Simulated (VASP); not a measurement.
```
Sn
1.0
   -2.82828     2.82828     1.53202
    2.82828    -2.82828     1.53202
    2.82828     2.82828    -1.53202
Sn
2
Direct
  0.25000   0.75000   0.50000
  0.00000   0.00000   0.00000
```

These are PBE GGA, VASP's PBE PAW potentials (set 64) (plane waves; VASP) values and carry that method's errors. Run with 500 eV cut-off, 13×13×13 Γ-centred mesh, first-order Methfessel-Paxton smearing of 0.10 eV, potentials Sn_d.

Energy and stress use the plane-wave basis of the starting cell.

Question: The ions, cell shape and volume at an external pressure of 20.0 GPa are relaxed. Which structure does the run end with?

Answer: 
```
Sn
1.0
   -2.74783     2.74783     1.48444
    2.74783    -2.74783     1.48444
    2.74783     2.74783    -1.48444
Sn
2
Direct
  0.25000   0.75000   0.50000
  0.00000   0.00000   0.00000
```
Space group I4_1/amd (141), at a tolerance of 0.03 Å.

Question: How do energy and volume change from the first to the last step?

Answer: The energy (σ→0) changes by +190.6 meV/atom and the volume by -8.5 %, in 5 ionic steps.

The compound is Sn in the beta structure. This run relaxes it under an external pressure of 20 GPa. Symmetry was kept, so distortions that lower it aren't found.
